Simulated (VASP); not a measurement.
# NaMg6V (Amm2) in VASP: equation of state

How stiff is NaMg6V in PBE, and what volume does it want? The cell is scaled to several volumes.

Program: VASP 6.6.1. These are calculated values, not measurements. Logs are shortened: lines on timing, memory, paths and dates and some standing lists are left out, and cuts for length are marked.

### Step 1. The crystal as given

Symmetry: Amm2, No. 38, orthorhombic system. Conventional cell: a = 5.151 Å, b = 6.579 Å, c = 10.825 Å, α = 90.00°, β = 90.00°, γ = 90.00°. Around V (site symmetry mm2) lie 10 Mg at 3.12 to 3.18 Å and 2 Na at 3.29 Å. Mg (site symmetry mm2) is surrounded by 10 Mg at 3.12 to 3.29 Å and 2 Na at 3.18 Å. Around Mg (site symmetry mm2) lie 10 Mg at 3.04 to 3.29 Å and 2 V at 3.14 Å. Mg (site symmetry m) has 8 Mg at 3.04 to 3.48 Å and 2 V at 3.12 Å and 2 Na at 3.22 Å as nearest neighbours. Mg (site symmetry m) is surrounded by 2 Na at 3.15 to 3.19 Å and 2 V at 3.15 to 3.18 Å and 8 Mg at 3.17 to 3.31 Å. Na (site symmetry mm2) has 10 Mg at 3.15 to 3.22 Å and 2 V at 3.29 Å as nearest neighbours.

The cell comes from a database or a generator and needn't be the stable form of this composition.

### Step 2. Equation of state, PBE, collinear spin, ferromagnetic start, 21.55 Å³/atom (volume scaled by 0.94)

INCAR reads:

```
ALGO = Normal ; EDIFF = 1E-7
ENCUT = 520 ; GGA = PE
ISIF = 2 ; ISMEAR = -1
ISPIN = 2 ; LASPH = T
LCHARG = F ; LMAXMIX = 4
LORBIT = 11 ; LREAL = F
LWAVE = F ; MAGMOM = 2 0 0 0 0 0 0 0
NBANDS = 30 ; NELM = 120
PREC = Accurate ; SIGMA = 0.05
```

KPOINTS reads:

```
k-points
0
Gamma
  5 5 5
```

POSCAR reads:

```
NaMg6V
1.0
    5.0459381679      0.0000000000      0.0000000000
    0.0000000000      3.2223999329      5.3021621391
    0.0000000000     -3.2223999329      5.3021621391
V Mg Na
1 6 1
Direct
    0.5000000000      0.8363410000      0.8363410000
    0.0000000000      0.1628880000      0.1628880000
    0.0000000000      0.6711070000      0.6711070000
    0.0000000000      0.6770890000      0.1487470000
    0.0000000000      0.1487470000      0.6770890000
    0.5000000000      0.8323870000      0.3358750000
    0.5000000000      0.3358750000      0.8323870000
    0.5000000000      0.3355700000      0.3355700000
```

Potentials or basis: VASP PAW PBE potentials, release 64 (V_sv, Mg, Na_pv).

Command:

```bash
cat potpaw_PBE.64/V_sv/POTCAR potpaw_PBE.64/Mg/POTCAR potpaw_PBE.64/Na_pv/POTCAR > POTCAR
mpirun -np 1 vasp_std > vasp.out
```

OUTCAR:

```text
EDIFF = 1E-7
   ENCUT = 520
   GGA = PE
   ISIF = 2
   ISMEAR = -1
   ISPIN = 2
   LASPH = T
   LORBIT = 11
   LREAL = F
   NELM = 120
   PREC = Accurate

 Found     27 irreducible k-points:

 Following reciprocal coordinates:
            Coordinates               Weight
  0.000000  0.000000  0.000000      1.000000
  0.200000  0.000000  0.000000      2.000000
  0.400000  0.000000  0.000000      2.000000
  0.000000  0.200000  0.000000      4.000000
  0.200000  0.200000  0.000000      8.000000
  0.400000  0.200000  0.000000      8.000000
   k-points           NKPTS =     27   k-points in BZ     NKDIM =     27   number of bands    NBANDS=     30
   number of dos      NEDOS =    301   number of ions     NIONS =      8
   total plane-waves  NPLWV =  92160
   dimension x,y,z NGX =    40 NGY =   48 NGZ =   48
   dimension x,y,z NGXF=    80 NGYF=   96 NGZF=   96
   ions per type =               1   6   1
   NGX,Y,Z   is equivalent  to a cutoff of  13.18, 12.86, 12.86 a.u.
   NGXF,Y,Z  is equivalent  to a cutoff of  26.36, 25.72, 25.72 a.u.
 SYSTEM =  unknown system
   PREC   = accura    normal or accurate (medium, high low for compatibility)
   ISTART =      0    job   : 0-new  1-cont  2-samecut
   ICHARG =      2    charge: 1-file 2-atom 10-const
   ISPIN  =      2    spin polarized calculation?
   LNONCOLLINEAR =      F non collinear calculations
   LSORBIT =      F    spin-orbit coupling
   LASPH  =      T    aspherical Exc in radial PAW
   ENCUT  =  520.0 eV  38.22 Ry    6.18 a.u.   9.38 11.54 11.54*2*pi/ulx,y,z
   NELM   =    120;   NELMIN=  2; NELMDL= -5     # of ELM steps
   EDIFF  = 0.1E-06   stopping-criterion for ELM
   LREAL  =      F    real-space projection
   EDIFFG = 0.1E-05   stopping-criterion for IOM
   NSW    =      0    number of steps for IOM
   IBRION =     -1    ionic relax: 0-MD 1-quasi-New 2-CG
   NFREE  =      0    steps in history (QN), initial steepest desc. (CG)
   ISIF   =      2    stress and relaxation
   ISYM   =      2    0-nonsym 1-usesym 2-fastsym
   POTIM  = 0.5000    time-step for ionic-motion
   TEBEG  =    0.0;   TEEND  =   0.0 temperature during run
   PSTRESS=    0.0 pullay stress
   NELECT =      32.0000    total number of electrons
   NUPDOWN=      -1.0000    fix difference up-down
   EMIN   =  10.00;   EMAX   =-10.00  energy-range for DOS
   EFERMI =   0.00;   METHOD = LEGACY
   ISMEAR =    -1;   SIGMA  =   0.05  broadening in eV -4-tet -1-fermi 0-gaus
   EFERMI_NEDOS =   21; number of points for ismear=-14 and -15
   IALGO  =     38    algorithm
   IMIX   =      4    mixing-type and parameters
     AMIX     =   0.40;   BMIX     =  1.00
     AMIX_MAG =   1.60;   BMIX_MAG =  1.00
  volume/ion in A,a.u.               =      21.55       145.45
  Fermi-wavevector in a.u.,A,eV,Ry     =   0.933806  1.764638 11.864196  0.871994
  Thomas-Fermi vector in A             =   2.060546
   LORBIT       =     11    0 simple, 1 ext, 2 COOP (PROOUT), +10 PAW based schemes
   GGA     = PE    functional components
   LHFCALC =     F    Hartree Fock is set to
   AEXX    =    0.0000 exact exchange contribution
   IVDW    =     0    specifies the selected vdW correction
   LEPSILON=     F    determine dielectric tensor
   LRPA    =     F    only Hartree local field effects (RPA)
 spin polarized calculation
  energy-cutoff  :      520.00
  volume of cell :      172.43
 maximum number of plane-waves:      4666
 NGX is ok and might be reduce to    40
   NGX = 19   NGY = 23   NGZ = 23

 number of electron      31.9999992 magnetization       3.4137534

 Free energy of the ion-electron system (eV)
  ---------------------------------------------------
  ext. energy  EPLUGINS =         0.00000000
  ---------------------------------------------------
  free energy    TOTEN  =       -17.44177133 eV

  energy without entropy =      -17.40948886  energy(sigma->0) =      -17.42563009

 E-fermi :   3.0345     XC(G=0):  -8.8199

 val. band max:        3.0307627112   @ k =   0.0000  -0.4000   0.2000
 cond. band min:       3.0393995272   @ k =   0.2000  -0.4000   0.2000
 fundamental gap:      0.0086368160
 Fermi energy:         3.0344993168

 spin component 1

 k-point     1 :       0.0000    0.0000    0.0000
  band No.  band energies     occupation
      1     -61.6988      1.00000
      2     -35.6028      1.00000
      3     -35.5921      1.00000
      4     -35.5290      1.00000
      5     -20.9431      1.00000
      6     -20.9274      1.00000
[... 20 lines left out ...]
     27       7.4730      0.00000
     28       7.5187      0.00000

 k-point     2 :       0.2000    0.0000    0.0000
  band No.  band energies     occupation
      1     -61.6988      1.00000
      2     -35.6027      1.00000
      3     -35.5921      1.00000
      4     -35.5291      1.00000
      5     -20.9430      1.00000
      6     -20.9277      1.00000
[... 20 lines left out ...]
     27       6.5816      0.00000
     28       9.1140      0.00000

 k-point     3 :       0.4000    0.0000    0.0000
  band No.  band energies     occupation
      1     -61.6988      1.00000
      2     -35.6027      1.00000
      3     -35.5920      1.00000
      4     -35.5292      1.00000
      5     -20.9430      1.00000
      6     -20.9284      1.00000
[... 20 lines left out ...]
     27       7.8219      0.00000
     28      10.7203      0.00000

 k-point     4 :       0.0000    0.2000    0.0000
  band No.  band energies     occupation
      1     -61.6988      1.00000
      2     -35.6027      1.00000
      3     -35.5921      1.00000
      4     -35.5290      1.00000
      5     -20.9431      1.00000
      6     -20.9274      1.00000
[... 20 lines left out ...]
     27       7.1746      0.00000
     28       7.7049      0.00000

 k-point     5 :       0.2000    0.2000    0.0000
  band No.  band energies     occupation
      1     -61.6988      1.00000
      2     -35.6027      1.00000
      3     -35.5921      1.00000
      4     -35.5291      1.00000
      5     -20.9431      1.00000
      6     -20.9278      1.00000
[... 20 lines left out ...]
     27       7.4432      0.00000
     28       8.0776      0.00000

 k-point     6 :       0.4000    0.2000    0.0000
  band No.  band energies     occupation
      1     -61.6988      1.00000
      2     -35.6027      1.00000
      3     -35.5921      1.00000
      4     -35.5292      1.00000
      5     -20.9430      1.00000
      6     -20.9284      1.00000
[... 20 lines left out ...]
     27       7.9605      0.00000
     28       8.8069      0.00000

 [... further k-points ...]

 spin component 2

 k-point     1 :       0.0000    0.0000    0.0000
  band No.  band energies     occupation
      1     -59.0941      1.00000
      2     -33.0583      1.00000
      3     -32.9573      1.00000
      4     -32.9408      1.00000
      5     -20.9516      1.00000
      6     -20.9305      1.00000
[... 20 lines left out ...]
     27       7.5577      0.00000
     28       7.6205      0.00000

 k-point     2 :       0.2000    0.0000    0.0000
  band No.  band energies     occupation
      1     -59.0941      1.00000
      2     -33.0583      1.00000
      3     -32.9573      1.00000
      4     -32.9409      1.00000
      5     -20.9516      1.00000
      6     -20.9309      1.00000
[... 20 lines left out ...]
     27       7.0086      0.00000
     28       9.0977      0.00000

 k-point     3 :       0.4000    0.0000    0.0000
  band No.  band energies     occupation
      1     -59.0941      1.00000
      2     -33.0583      1.00000
      3     -32.9573      1.00000
      4     -32.9411      1.00000
      5     -20.9515      1.00000
      6     -20.9315      1.00000
[... 20 lines left out ...]
     27       7.9944      0.00000
     28      10.8027      0.00000

 k-point     4 :       0.0000    0.2000    0.0000
  band No.  band energies     occupation
      1     -59.0941      1.00000
      2     -33.0583      1.00000
      3     -32.9573      1.00000
      4     -32.9408      1.00000
      5     -20.9517      1.00000
      6     -20.9305      1.00000
[... 20 lines left out ...]
     27       7.5594      0.00000
     28       7.8974      0.00000

 k-point     5 :       0.2000    0.2000    0.0000
  band No.  band energies     occupation
      1     -59.0941      1.00000
      2     -33.0583      1.00000
      3     -32.9573      1.00000
      4     -32.9409      1.00000
      5     -20.9516      1.00000
      6     -20.9309      1.00000
[... 20 lines left out ...]
     27       7.6497      0.00000
     28       8.2805      0.00000

 k-point     6 :       0.4000    0.2000    0.0000
  band No.  band energies     occupation
      1     -59.0941      1.00000
      2     -33.0583      1.00000
      3     -32.9573      1.00000
      4     -32.9411      1.00000
      5     -20.9516      1.00000
      6     -20.9315      1.00000
[... 20 lines left out ...]
     27       8.0739      0.00000
     28       8.9755      0.00000

 [... further k-points ...]

 [bands above 28 left out]

------------------------ aborting loop because EDIFF is reached ----------------------------------------

  FORCE on cell =-STRESS in cart. coord.  units (eV):
  Direction    XX          YY          ZZ          XY          YZ          ZX
  --------------------------------------------------------------------------------------
  -------------------------------------------------------------------------------------
  Total        2.4023027      1.5741897      2.6704926      0.0000000      0.0000000      0.0000000
  in kB       22.3220430     14.6272702     24.8140470      0.0000000      0.0000000      0.0000000
  external PRESSURE =      20.5877867 kB  Pullay stress =       0.0000000 kB

 VOLUME and BASIS-vectors are now :
 -----------------------------------------------------------------------------
  energy-cutoff  :      520.00
  volume of cell :      172.43
      direct lattice vectors                 reciprocal lattice vectors
     5.045938168  0.000000000  0.000000000     0.198179202  0.000000000  0.000000000
     0.000000000  3.222399933  5.302162139     0.000000000  0.155163856  0.094301152
     0.000000000 -3.222399933  5.302162139     0.000000000 -0.155163856  0.094301152

 POSITION                                       TOTAL-FORCE (eV/Angst)
 -----------------------------------------------------------------------------------
      2.52297      0.00000      8.86883         0.000000     -0.000000      0.061115
      0.00000      0.00000      1.72732         0.000000     -0.000000     -0.055602
      0.00000      0.00000      7.11664         0.000000     -0.000000     -0.098223
      0.00000      1.70253      4.37872         0.000000     -0.032709     -0.030321
      0.00000     -1.70253      4.37872         0.000000      0.032709     -0.030321
      2.52297      1.59996      6.19431         0.000000     -0.024687      0.052160
      2.52297     -1.59996      6.19431         0.000000      0.024687      0.052160
      2.52297      0.00000      3.55849         0.000000     -0.000000      0.049033
 -----------------------------------------------------------------------------------
    total drift:                               -0.000000      0.000000     -0.000472

  FREE ENERGIE OF THE ION-ELECTRON SYSTEM (eV)
  ---------------------------------------------------
  free  energy   TOTEN  =       -17.4417713302 eV

  energy  without entropy=      -17.4094888575  energy(sigma->0) =      -17.42563009

 total charge

# of ion       s       p       d       tot
------------------------------------------
    1        2.229   6.079   3.024  11.332
    2        0.229   0.124   0.012   0.364
    3        0.209   0.138   0.014   0.362
    4        0.221   0.134   0.013   0.368
    5        0.221   0.134   0.013   0.368
    6        0.219   0.133   0.012   0.364
    7        0.219   0.133   0.012   0.364
    8        0.118   6.008   0.000   6.126
--------------------------------------------------
tot          3.665  12.884   3.098  19.648

 magnetization (x)

# of ion       s       p       d       tot
------------------------------------------
    1        0.045   0.038   2.636   2.719
    2        0.011  -0.012  -0.001  -0.002
    3       -0.006   0.005   0.002   0.001
    4       -0.006   0.005   0.002   0.001
    5       -0.006   0.005   0.002   0.001
    6       -0.010   0.000   0.002  -0.008
    7       -0.010   0.000   0.002  -0.008
    8       -0.003   0.003   0.000  -0.000
--------------------------------------------------
tot          0.014   0.044   2.645   2.703
```

It took 3.9 min on 1 thread of Intel Xeon 6975P-C (Granite Rapids), shared host; peak memory 0.5 GiB.

Results:

```yaml
Free_energy: -17.4418 eV
Pressure: 2.1 GPa
Largest_force: 0.098 eV/Å
Band_gap_on_the_k_mesh: none (metal or under the smearing width)
Net_moment: 3.41 μB per cell
Site_moments: V +2.72; Mg -0.00, +0.00, -0.01; Na -0.00 μB
Valence_electrons_inside_the_program's_atomic_spheres: V 11.33; Mg 0.36, 0.37; Na 6.13
```

### Step 3. Equation of state, PBE, collinear spin, ferromagnetic start, 22.01 Å³/atom (volume scaled by 0.96)

INCAR reads:

```
SYSTEM = NaMg6V
  ALGO = Normal
  EDIFF = 1E-7
  ENCUT = 520
  GGA = PE
  ISIF = 2
  ISMEAR = -1
  ISPIN = 2
  LASPH = .True.
  LCHARG = .False.
  LMAXMIX = 4
  LORBIT = 11
  LREAL = .False.
  LWAVE = .False.
  MAGMOM = 2 0 0 0 0 0 0 0
  NBANDS = 30
  NELM = 100
  PREC = Accurate
  SIGMA = 0.05
```

KPOINTS reads:

```
k-points
0
Gamma
  5 5 5
  0 0 0
```

Edit POSCAR of step 2 so:

```diff
@@ -2,5 +2,5 @@
 1.0
-    5.0459381679      0.0000000000      0.0000000000
-    0.0000000000      3.2223999329      5.3021621391
-    0.0000000000     -3.2223999329      5.3021621391
+    5.0814741146      0.0000000000      0.0000000000
+    0.0000000000      3.2450936379      5.3395025393
+    0.0000000000     -3.2450936379      5.3395025393
 V Mg Na
```

Potentials or basis: VASP PAW PBE potentials, release 64 (V_sv, Mg, Na_pv).

Command:

```bash
cat potpaw_PBE.64/V_sv/POTCAR potpaw_PBE.64/Mg/POTCAR potpaw_PBE.64/Na_pv/POTCAR > POTCAR
mpirun -np 1 vasp_std > vasp.out
```

OUTCAR:

```text
SYSTEM = NaMg6V
   EDIFF = 1E-7
   ENCUT = 520
   GGA = PE
   ISIF = 2
   ISMEAR = -1
   ISPIN = 2
   LASPH = .True.
   LORBIT = 11
   LREAL = .False.
   NELM = 100
   PREC = Accurate

 Found     27 irreducible k-points:

 Following reciprocal coordinates:
            Coordinates               Weight
  0.000000  0.000000  0.000000      1.000000
  0.200000  0.000000  0.000000      2.000000
  0.400000  0.000000  0.000000      2.000000
  0.000000  0.200000  0.000000      4.000000
  0.200000  0.200000  0.000000      8.000000
  0.400000  0.200000  0.000000      8.000000
[... 480 lines left out ...]
      0.00000      1.71452      4.40955         0.000000     -0.011140     -0.029656
      0.00000     -1.71452      4.40955         0.000000      0.011140     -0.029656
      2.54074      1.61123      6.23794         0.000000     -0.019858      0.048108
      2.54074     -1.61123      6.23794         0.000000      0.019858      0.048108
      2.54074      0.00000      3.58355         0.000000     -0.000000      0.045899
 -----------------------------------------------------------------------------------
    total drift:                               -0.000000     -0.000000     -0.000496

  FREE ENERGIE OF THE ION-ELECTRON SYSTEM (eV)
  ---------------------------------------------------
  free  energy   TOTEN  =       -17.4789699432 eV

  energy  without entropy=      -17.4462128475  energy(sigma->0) =      -17.46259140

 total charge

# of ion       s       p       d       tot
------------------------------------------
    1        2.226   6.076   3.021  11.323
    2        0.228   0.120   0.011   0.359
    3        0.208   0.134   0.014   0.356
    4        0.220   0.131   0.012   0.363
    5        0.220   0.131   0.012   0.363
    6        0.217   0.130   0.011   0.358
    7        0.217   0.130   0.011   0.358
    8        0.115   6.006   0.000   6.121
--------------------------------------------------
tot          3.652  12.856   3.092  19.600

 magnetization (x)

# of ion       s       p       d       tot
------------------------------------------
    1        0.045   0.038   2.653   2.736
    2        0.011  -0.012  -0.001  -0.002
    3       -0.006   0.005   0.002   0.001
    4       -0.007   0.005   0.002   0.000
    5       -0.007   0.005   0.002   0.000
    6       -0.010   0.000   0.002  -0.008
    7       -0.010   0.000   0.002  -0.008
    8       -0.003   0.003   0.000  -0.000
--------------------------------------------------
tot          0.014   0.043   2.661   2.718
```

OSZICAR:

```text
N       E                     dE             d eps       ncg     rms          rms(c)
DAV:   1     0.196475913652E+03    0.19648E+03   -0.14626E+04  3672   0.909E+02
DAV:   2    -0.753941552716E+01   -0.20402E+03   -0.19204E+03  3270   0.239E+02
DAV:   3    -0.184810845192E+02   -0.10942E+02   -0.10378E+02  4098   0.605E+01
DAV:   4    -0.187286783905E+02   -0.24759E+00   -0.24509E+00  3918   0.792E+00
DAV:   5    -0.187324084014E+02   -0.37300E-02   -0.37297E-02  3766   0.124E+00    0.139E+01
DAV:   6    -0.340653084199E+02   -0.15333E+02   -0.31080E+01  3692   0.320E+01    0.427E+01
DAV:   7    -0.170758071691E+02    0.16990E+02   -0.43568E+01  3670   0.422E+01    0.675E+00
DAV:   8    -0.170548690872E+02    0.20938E-01   -0.10864E+00  3456   0.496E+00    0.447E+00
DAV:   9    -0.173012274507E+02   -0.24636E+00   -0.25685E-01  3966   0.196E+00    0.409E+00
DAV:  10    -0.174616474668E+02   -0.16042E+00   -0.18165E-01  3996   0.169E+00    0.855E-01
DAV:  11    -0.174736261174E+02   -0.11979E-01   -0.65385E-02  3690   0.908E-01    0.800E-01
DAV:  12    -0.174774864152E+02   -0.38603E-02   -0.19068E-02  3840   0.694E-01    0.392E-01
DAV:  13    -0.174783582975E+02   -0.87188E-03   -0.15451E-03  3796   0.225E-01    0.254E-01
DAV:  14    -0.174787919084E+02   -0.43361E-03   -0.13424E-03  3832   0.146E-01    0.127E-01
DAV:  15    -0.174789427055E+02   -0.15080E-03   -0.13562E-04  3802   0.590E-02    0.398E-02
DAV:  16    -0.174789687231E+02   -0.26018E-04   -0.25436E-05  3906   0.200E-02    0.969E-03
DAV:  17    -0.174789698484E+02   -0.11253E-05   -0.58152E-06  3856   0.888E-03    0.202E-03
DAV:  18    -0.174789699432E+02   -0.94806E-07   -0.80751E-07  3744   0.390E-03
   1 F= -.17478970E+02 E0= -.17462591E+02  d E =-.327571E-01  mag=     3.4358
```

stdout:

```text
POSCAR found type information on POSCAR V MgNa
 POSCAR found :  3 types and       8 ions
 scaLAPACK will be used
 LDA part: xc-table for (Slater+PW92), standard interpolation
 POSCAR, INCAR and KPOINTS ok, starting setup
 FFT: planning ... GRIDC
 FFT: planning ... GRID_SOFT
 FFT: planning ... GRID
 WAVECAR not read
 entering main loop
```

Run time: 3.9 min. Hardware: 1 thread of Intel Xeon 6975P-C (Granite Rapids), shared host; peak memory 0.49 GiB.

What came out:

```yaml
Free_energy: -17.4790 eV
Pressure: 1.2 GPa
Largest_force: 0.080 eV/Å
Band_gap_on_the_k_mesh: none (metal or under the smearing width)
Net_moment: 3.44 μB per cell
Site_moments: V +2.74; Mg -0.00, +0.00, -0.01; Na -0.00 μB
Valence_electrons_inside_the_program's_atomic_spheres: V 11.32; Mg 0.36; Na 6.12
```

(Continued in part 2 of 2.)
